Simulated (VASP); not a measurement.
An input for Ansatz (written as the equivalent of a VASP run, and not itself run):

Ansatz 0.2 input:
```yaml
crystal:
  lattice:
    - [1.8901551, -3.2738450, 0.0000000]
    - [1.8901551, 3.2738450, 0.0000000]
    - [0.0000000, 0.0000000, 7.8645903]
  atoms:
    - { symbol: Pt, position: [0.0000000, 0.0000000, 0.0000000] }
    - { symbol: Se, position: [0.3333330, 0.6666670, 0.1660028] }
    - { symbol: Se, position: [0.6666670, 0.3333330, 0.8339972] }
kpoints:
  mp_grid: { grid: [8, 8, 3] }
hamiltonian:
  xc: rpbe
  pseudopotentials: { kind: paw }
scf:
  occupations: { method: tetrahedron }
  max_iter: 100
output: { forces: true, stress: true, eigenvalues: true }
```

Problem. Write the VASP files for the same calculation (RPBE).

Solution. This is not unique; one that fits is 
### KPOINTS
```
Automatic
0
gamma
8 8 3
```

INCAR:
```
! general
SYSTEM  = PtSe2
PREC    = Accurate
ENCUT   = 520   ! plane-wave cut-off (eV)
LREAL   = .False.
LASPH   = .True.   ! aspherical one-centre terms

! electronic loop
EDIFF   = 1E-7   ! SCF stop (eV)
NELM    = 100   ! most electronic steps
ALGO    = Normal
LMAXMIX = 6   ! l cut-off of mixed one-centre charges

! smearing
ISMEAR  = -5   ! tetrahedra, Bloechl

! functional
GGA     = RP   ! RPBE

! ions
ISIF    = 2   ! forces and stress, cell fixed

! output
LWAVE   = .False.
LCHARG  = .True.
LORBIT  = 11   ! lm-projected
NEDOS   = 601   ! DOS grid

! other
LEFG    = .True.
```

POSCAR:
```
PtSe2
1
    1.8901551333    -3.2738449759     0.0000000000
    1.8901551333     3.2738449759     0.0000000000
    0.0000000000     0.0000000000     7.8645902659
Pt Se
1 2
Direct
  0.0000000000   0.0000000000   0.0000000000
  0.3333330000   0.6666670000   0.1660028211
  0.6666670000   0.3333330000   0.8339971789
```

POTCAR, in this order: Pt Se (PBE.64 set). Program: vasp_std.

What does not carry over: each code has its own PAW files, so the cut-off isn't converted (ENCUT is set for VASP's; basis.ecutwfc is left out, and Ansatz then takes the one that its files recommend); Ansatz stops its SCF on the density residual and VASP on the energy change (EDIFF); the field gradients of LEFG aren't asked of the other code.

The compound is PtSe2 in the 1T layered structure. It was relaxed first, which changed the volume by +59 %.
